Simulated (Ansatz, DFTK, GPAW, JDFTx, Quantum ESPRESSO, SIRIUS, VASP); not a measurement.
# C: programs and potentials compared

```
C
1.0
     0.00000    1.78337    1.78337
     1.78337    0.00000    1.78337
     1.78337    1.78337    0.00000
C
2
Cartesian
  2.6751 2.6751 2.6751
  1.7834 1.7834 1.7834
```

Alike in all runs: task single point; functional PBEsol; k mesh 13 × 13 × 13; occupations fermi-dirac, width 0.05 eV; no spin polarisation; no spin-orbit coupling. Pressure is positive in compression and, in plane waves, holds the error of the finite cutoff, which Ansatz's Pulay term estimates and takes out.

```tsv
program and potentials	plane-wave cutoff (eV)	notes	pressure (GPa)
Ansatz, Ansatz PAW	420	potentials made for PBE, which Ansatz adapts in part; Pulay term of +1.04 GPa included	-4.81
Ansatz, all-electron LAPW, scalar-relativistic	-	-	-4.78
Quantum ESPRESSO, GBRV 1.5 PBEsol	612	-	-4.67
VASP, PBE PAW files C, 520 eV	520	potentials made for PBE	-3.75
GPAW, PAW data sets generated for this functional	800	-	-5.16
JDFTx, PseudoDojo-SR-PBEsol-0.4.1-standard with smoothed tails	1116	-	-3.24
DFTK, PseudoDojo SR PBEsol 0.4.1 standard (PBEsol)	1116	-	-3.25
SIRIUS, PseudoDojo 0.4.1 PBEsol standard (scalar relativistic)	1127	-	-3.22
```

The pressure spans -5.16 (GPAW, PAW data sets generated for this functional) to -3.22 GPa (SIRIUS, PseudoDojo 0.4.1 PBEsol standard (scalar relativistic)), with all-electron results at -4.78.

The functional is the same throughout but for its coding, so the spread measures potentials, basis and numerics; runs on potential files found faulty are left out.
